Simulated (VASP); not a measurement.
Input:

```yaml
crystal:
  lattice:
    - [0.00000, 2.21357, 2.21357]
    - [2.21357, 0.00000, 2.21357]
    - [8.88526, 8.88526, -0.03098]
  atoms:
    - { symbol: Sc, position: [0.00096, 0.00096, 0.99928] }
    - { symbol: Sc, position: [0.00000, 0.00000, 0.25000] }
    - { symbol: Sc, position: [0.99904, 0.99904, 0.50072] }
    - { symbol: N, position: [0.50184, 0.50184, 0.12362] }
    - { symbol: N, position: [0.49816, 0.49816, 0.37638] }
    - { symbol: N, position: [0.49549, 0.49549, 0.62838] }
    - { symbol: N, position: [0.50451, 0.50451, 0.87162] }
    - { symbol: Nb, position: [0.00000, 0.00000, 0.75000] }
```

These are PBEsol GGA, VASP's PBE PAW potentials (set 64) (plane waves; VASP 6.6.1) values and carry that method's errors. Run with 520 eV cut-off, 13×13×4 Γ-centred mesh, tetrahedra with Blöchl corrections, potentials Sc_sv N Nb_sv.

For a metal the tetrahedron method with Blöchl corrections gives inexact stress and forces.

### Question
Which forces act on the atoms, in eV/Å?

### Answer

| atom | Fx | Fy | Fz |
|---|---|---|---|
| Sc1 | -0.041 | -0.041 | 0.041 |
| Sc2 | 0.000 | 0.000 | 0.000 |
| Sc3 | 0.041 | 0.041 | -0.041 |
| N4 | 0.018 | 0.018 | -0.018 |
| N5 | -0.018 | -0.018 | 0.018 |
| N6 | 0.013 | 0.013 | -0.013 |
| N7 | -0.013 | -0.013 | 0.013 |
| Nb8 | 0.000 | 0.000 | 0.000 |

### Question
Give the stress tensor in GPa (positive for a compressed cell).

### Answer

```
 0.05  -0.19   0.19
-0.19   0.05   0.19
 0.19   0.19   0.05
```
The pressure is its mean diagonal, 0.05 GPa.

The structure was generated: NbSc3N4 was put into an ordered model structure (R-3m), which need not be its known phase. It was relaxed first.
